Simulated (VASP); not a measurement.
Output of a VASP run:

**OUTCAR**
```
 ion  position               nearest neighbor table
   1  0.667  0.333  0.500-   4 1.89   4 1.89   4 1.89   3 1.90   2 3.07   2 3.07   2 3.07   2 3.07
                             2 3.07   2 3.07
   2  0.333  0.667  0.000-   3 1.89   3 1.89   3 1.89   4 1.90   1 3.07   1 3.07   1 3.07   1 3.07
                             1 3.07   1 3.07
   3  0.667  0.333  0.882-   2 1.89   2 1.89   2 1.89   1 1.90
   4  0.333  0.667  0.382-   1 1.89   1 1.89   1 1.89   2 1.90
  LATTYP: Found a hexagonal cell.
 ALAT       =     3.1056933098
 C/A-ratio  =     1.6015368449
 Subroutine PRICEL returns:
 Original cell was already a primitive cell.
 Subroutine GETGRP returns: Found 12 space group operations
The static configuration has the point symmetry C_3v.
 The point group associated with its full space group is C_6v.
The dynamic configuration has the point symmetry C_3v.
 Subroutine INISYM returns: Found 12 space group operations
 Subroutine IBZKPT returns following result:
 Found     30 irreducible k-points:

 Following reciprocal coordinates:
            Coordinates               Weight
  0.000000  0.000000  0.000000      1.000000
  0.125000  0.000000  0.000000      6.000000
  0.250000  0.000000  0.000000      6.000000
  0.375000  0.000000  0.000000      6.000000
  0.500000  0.000000  0.000000      3.000000
  0.125000  0.125000  0.000000      6.000000
  0.250000  0.125000  0.000000     12.000000
  0.375000  0.125000  0.000000     12.000000
  0.250000  0.250000  0.000000      6.000000
  0.375000  0.250000  0.000000      6.000000
  0.000000  0.000000  0.250000      2.000000
  0.125000  0.000000  0.250000     12.000000
  0.250000  0.000000  0.250000     12.000000
  0.375000  0.000000  0.250000     12.000000
  0.500000  0.000000  0.250000      6.000000
  0.125000  0.125000  0.250000     12.000000
  0.250000  0.125000  0.250000     24.000000
  0.375000  0.125000  0.250000     24.000000
  0.250000  0.250000  0.250000     12.000000
  0.375000  0.250000  0.250000     12.000000
  0.000000  0.000000  0.500000      1.000000
  0.125000  0.000000  0.500000      6.000000
  0.250000  0.000000  0.500000      6.000000
  0.375000  0.000000  0.500000      6.000000
  0.500000  0.000000  0.500000      3.000000
  0.125000  0.125000  0.500000      6.000000
  0.250000  0.125000  0.500000     12.000000
  0.375000  0.125000  0.500000     12.000000
  0.250000  0.250000  0.500000      6.000000
  0.375000  0.250000  0.500000      6.000000
   k-points           NKPTS =     30   k-points in BZ     NKDIM =     30   number of bands    NBANDS=     12
   number of dos      NEDOS =    301   number of ions     NIONS =      4
   total plane-waves  NPLWV =  31360
   dimension x,y,z NGX =    28 NGY =   28 NGZ =   40
   dimension x,y,z NGXF=    56 NGYF=   56 NGZF=   80
   ions per type =               2   2
   PREC   = accura    normal or accurate (medium, high low for compatibility)
   ISTART =      0    job   : 0-new  1-cont  2-samecut
   ICHARG =      2    charge: 1-file 2-atom 10-const
   ISPIN  =      1    spin polarized calculation?
   LNONCOLLINEAR =      F non collinear calculations
   LSORBIT =      F    spin-orbit coupling
   INIWAV =      1    electr: 0-lowe 1-rand  2-diag
   ENCUT  =  600.0 eV  44.10 Ry    6.64 a.u.   6.20  6.20  9.93*2*pi/ulx,y,z
   NELM   =    100;   NELMIN=  2; NELMDL= -5     # of ELM steps
   EDIFF  = 0.1E-06   stopping-criterion for ELM
   LREAL  =      F    real-space projection
   NLSPLINE    = F    spline interpolate recip. space projectors
   LMAXMIX     =    2 max onsite mixed and CHGCAR
   VOSKOWN=      0    Vosko Wilk Nusair interpolation
   EDIFFG = 0.1E-05   stopping-criterion for IOM
   NSW    =      0    number of steps for IOM
   NBLOCK =      1;   KBLOCK =      1    inner block; outer block
   IBRION =     -1    ionic relax: 0-MD 1-quasi-New 2-CG
   NFREE  =      0    steps in history (QN), initial steepest desc. (CG)
   ISIF   =      2    stress and relaxation
   ISYM   =      2    0-nonsym 1-usesym 2-fastsym
   TEIN   =    0.0    initial temperature
...
```

OSZICAR:
```
       N       E                     dE             d eps       ncg     rms          rms(c)
DAV:   1     0.477043773653E+02    0.47704E+02   -0.83460E+03   720   0.137E+03
DAV:   2    -0.426480922254E+02   -0.90352E+02   -0.83758E+02  1048   0.254E+02
DAV:   3    -0.470825904385E+02   -0.44345E+01   -0.44183E+01   952   0.618E+01
DAV:   4    -0.471217873521E+02   -0.39197E-01   -0.39189E-01   840   0.661E+00
DAV:   5    -0.471223670613E+02   -0.57971E-03   -0.57970E-03   908   0.802E-01    0.126E+01
DAV:   6    -0.390153700282E+02    0.81070E+01   -0.14496E+01   872   0.303E+01    0.564E+00
DAV:   7    -0.379269799785E+02    0.10884E+01   -0.69083E-01   748   0.888E+00    0.310E+00
DAV:   8    -0.401198712796E+02   -0.21929E+01   -0.15453E+00   880   0.119E+01    0.230E+00
DAV:   9    -0.382451782906E+02    0.18747E+01   -0.98455E-01   720   0.107E+01    0.455E-01
DAV:  10    -0.381833559643E+02    0.61822E-01   -0.67627E-02   760   0.329E+00    0.482E-01
DAV:  11    -0.382390750631E+02   -0.55719E-01   -0.54214E-03   780   0.999E-01    0.390E-01
DAV:  12    -0.384102331663E+02   -0.17116E+00   -0.48929E-02   720   0.278E+00    0.213E-01
DAV:  13    -0.384538418715E+02   -0.43609E-01   -0.16487E-02   792   0.159E+00    0.177E-01
DAV:  14    -0.384543140132E+02   -0.47214E-03   -0.73102E-04   800   0.358E-01    0.122E-01
DAV:  15    -0.384556131033E+02   -0.12991E-02   -0.70439E-04   752   0.381E-01    0.492E-02
DAV:  16    -0.384555774652E+02    0.35638E-04   -0.14057E-04   752   0.173E-01    0.309E-02
DAV:  17    -0.384556298502E+02   -0.52385E-04   -0.22627E-05   824   0.765E-02    0.178E-02
DAV:  18    -0.384556499787E+02   -0.20128E-04   -0.12306E-05   724   0.565E-02    0.165E-02
DAV:  19    -0.384556502925E+02   -0.31380E-06   -0.37980E-06   748   0.294E-02    0.440E-03
DAV:  20    -0.384556538976E+02   -0.36052E-05   -0.10407E-06   800   0.159E-02    0.144E-03
DAV:  21    -0.384556525897E+02    0.13079E-05   -0.14338E-07   536   0.384E-03    0.199E-03
DAV:  22    -0.384556535907E+02   -0.10010E-05   -0.30332E-08   404   0.267E-03    0.175E-03
DAV:  23    -0.384556532302E+02    0.36046E-06   -0.31747E-08   368   0.226E-03    0.825E-04
DAV:  24    -0.384556534346E+02   -0.20432E-06   -0.48007E-09   360   0.858E-04    0.510E-04
DAV:  25    -0.384556535468E+02   -0.11223E-06   -0.23057E-09   360   0.585E-04    0.212E-04
DAV:  26    -0.384556535240E+02    0.22776E-07   -0.16075E-09   360   0.415E-04
   1 F= -.38455654E+02 E0= -.38455654E+02  d E =-.361083E-18
```

### OUTCAR
```
------------------------ aborting loop because EDIFF is reached ----------------------------------------
  FORCE on cell =-STRESS in cart. coord.  units (eV):
  Direction    XX          YY          ZZ          XY          YZ          ZX
  --------------------------------------------------------------------------------------
  Total       -0.0052135     -0.0052135      0.0154835      0.0000000     -0.0000000      0.0000000
  in kB       -0.2010468     -0.2010468      0.5970846      0.0000000     -0.0000000      0.0000000
  external PRESSURE =       0.0649970 kB  Pullay stress =       0.0000000 kB
  volume of cell :       41.55
      direct lattice vectors                 reciprocal lattice vectors
     1.552846657 -2.689609301  0.000000000     0.321989295 -0.185900606  0.000000000
     1.552846657  2.689609301  0.000000000     0.321989295  0.185900606  0.000000000
     0.000000000  0.000000000  4.973882265     0.000000000  0.000000000  0.201050195
  FREE ENERGIE OF THE ION-ELECTRON SYSTEM (eV)
  ---------------------------------------------------
  free  energy   TOTEN  =       -38.4556535240 eV

  energy  without entropy=      -38.4556535240  energy(sigma->0) =      -38.45565352
```
(Selected blocks of OUTCAR.)

File POSCAR:
```
AlN
1
    1.5528466574    -2.6896093012     0.0000000000
    1.5528466574     2.6896093012     0.0000000000
    0.0000000000     0.0000000000     4.9738822646
Al N
2 2
Direct
  0.6666670000   0.3333330000   0.5000726666
  0.3333330000   0.6666670000   0.0000726666
  0.6666670000   0.3333330000   0.8819273334
  0.3333330000   0.6666670000   0.3819273334
```

Q: Reconstruct the remaining input files.

A: This is not unique; one that fits is the input of the run itself, r2SCAN meta-GGA, plane waves, VASP's PBE PAW potentials (set 64).

### KPOINTS
```
kpoints
0
gamma
 8 8 4
```

**INCAR**
```
SYSTEM = AlN
PREC = Accurate; ENCUT = 600; LREAL = .False.
LASPH = .True.
EDIFF = 1E-7; NELM = 100; ALGO = Normal
LMIXTAU = .True.
ISMEAR = 0; SIGMA = 0.05
METAGGA = R2SCAN
ISIF = 2
LWAVE = .False.; LCHARG = .False.
```

POTCAR, in this order: Al N (PBE.64 set). Program: vasp_std.

The compound is AlN in the wurtzite structure. It was relaxed first.
